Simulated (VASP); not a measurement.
Computed with AM05 GGA, VASP's PBE PAW potentials (set 64) (plane waves; VASP 6.6.1).

VASP input:

File KPOINTS:
```
Automatic mesh
0
Gamma
10 10 10
0 0 0
```

**POSCAR**
```
NaF
1.0
  0.0000000000   2.3812399106   2.3812399106
  2.3812399106   0.0000000000   2.3812399106
  2.3812399106   2.3812399106   0.0000000000
Na F
1 1
direct
  0.0000000000   0.0000000000   0.0000000000
  0.5000000000   0.5000000000   0.5000000000
```

**INCAR**
```
SYSTEM = NaF
PREC = Accurate
ENCUT = 520
EDIFF = 1E-7
NELM = 100
ALGO = Normal
LREAL = .FALSE.
LASPH = .TRUE.
ISMEAR = 0
SIGMA = 0.05
GGA = AM
LWAVE = .FALSE.
LCHARG = .FALSE.
ISIF = 2
```

POTCAR, in this order: Na_pv F (PBE.64 set). Program: vasp_std.

Output

OUTCAR:
```
 ion  position               nearest neighbor table
   1  0.000  0.000  0.000-
   2  0.500  0.500  0.500-
  LATTYP: Found a face centered cubic cell.
 ALAT       =     4.7624798212
 Subroutine PRICEL returns:
 Original cell was already a primitive cell.
 Subroutine GETGRP returns: Found 48 space group operations
The static configuration has the point symmetry O_h .
The dynamic configuration has the point symmetry O_h .
 Subroutine INISYM returns: Found 48 space group operations
 Subroutine IBZKPT returns following result:
 Found     47 irreducible k-points:

 Following reciprocal coordinates:
            Coordinates               Weight
  0.000000  0.000000  0.000000      1.000000
  0.100000  0.000000  0.000000      8.000000
  0.200000  0.000000  0.000000      8.000000
  0.300000  0.000000  0.000000      8.000000
  0.400000  0.000000  0.000000      8.000000
  0.500000  0.000000  0.000000      4.000000
  0.100000  0.100000  0.000000      6.000000
  0.200000  0.100000  0.000000     24.000000
  0.300000  0.100000  0.000000     24.000000
  0.400000  0.100000  0.000000     24.000000
  0.500000  0.100000  0.000000     24.000000
 -0.400000  0.100000  0.000000     24.000000
 -0.300000  0.100000  0.000000     24.000000
 -0.200000  0.100000  0.000000     24.000000
 -0.100000  0.100000  0.000000     12.000000
  0.200000  0.200000  0.000000      6.000000
  0.300000  0.200000  0.000000     24.000000
  0.400000  0.200000  0.000000     24.000000
  0.500000  0.200000  0.000000     24.000000
 -0.400000  0.200000  0.000000     24.000000
 -0.300000  0.200000  0.000000     24.000000
 -0.200000  0.200000  0.000000     12.000000
  0.300000  0.300000  0.000000      6.000000
  0.400000  0.300000  0.000000     24.000000
...
```

OSZICAR:
```
       N       E                     dE             d eps       ncg     rms          rms(c)
DAV:   1     0.106103334940E+03    0.10610E+03   -0.80856E+03  1066   0.149E+03
DAV:   2    -0.313053115382E+01   -0.10923E+03   -0.10205E+03  1083   0.359E+02
DAV:   3    -0.919425025384E+01   -0.60637E+01   -0.60448E+01  1211   0.859E+01
DAV:   4    -0.925808121382E+01   -0.63831E-01   -0.63817E-01  1112   0.949E+00
DAV:   5    -0.925886044043E+01   -0.77923E-03   -0.77922E-03  1199   0.105E+00    0.493E+00
DAV:   6    -0.849362392177E+01    0.76524E+00   -0.34162E+00  1232   0.180E+01    0.192E+00
DAV:   7    -0.848567613686E+01    0.79478E-02   -0.33050E-02  1061   0.295E+00    0.105E+00
DAV:   8    -0.849358334213E+01   -0.79072E-02   -0.37495E-02  1037   0.534E+00    0.138E-01
DAV:   9    -0.849492816361E+01   -0.13448E-02   -0.64046E-03  1124   0.919E-01    0.927E-02
DAV:  10    -0.849487625702E+01    0.51907E-04   -0.11305E-03  1076   0.382E-01    0.293E-02
DAV:  11    -0.849488113590E+01   -0.48789E-05   -0.99101E-05  1079   0.181E-01    0.428E-03
DAV:  12    -0.849488362956E+01   -0.24937E-05   -0.75599E-06  1148   0.360E-02    0.337E-03
DAV:  13    -0.849488358311E+01    0.46449E-07   -0.84878E-07  1076   0.102E-02
   1 F= -.84948836E+01 E0= -.84948836E+01  d E =-.333335E-16
```

File OUTCAR:
```
------------------------ aborting loop because EDIFF is reached ----------------------------------------
  FORCE on cell =-STRESS in cart. coord.  units (eV):
  Direction    XX          YY          ZZ          XY          YZ          ZX
  --------------------------------------------------------------------------------------
  Total       -0.3687332     -0.3687332     -0.3687332     -0.0000000      0.0000000      0.0000000
  in kB      -21.8767798    -21.8767798    -21.8767798     -0.0000000      0.0000000      0.0000000
  external PRESSURE =     -21.8767798 kB  Pullay stress =       0.0000000 kB
  volume of cell :       27.00
      direct lattice vectors                 reciprocal lattice vectors
     0.000000000  2.381239911  2.381239911    -0.209974643  0.209974643  0.209974643
     2.381239911  0.000000000  2.381239911     0.209974643 -0.209974643  0.209974643
     2.381239911  2.381239911  0.000000000     0.209974643  0.209974643 -0.209974643
  FREE ENERGIE OF THE ION-ELECTRON SYSTEM (eV)
  ---------------------------------------------------
  free  energy   TOTEN  =        -8.4948835831 eV

  energy  without entropy=       -8.4948835831  energy(sigma->0) =       -8.49488358
```
(Selected blocks of OUTCAR.)

The compound is NaF in the rock salt structure. This cell is one point of a volume scan, at 1.06 of the reference volume.
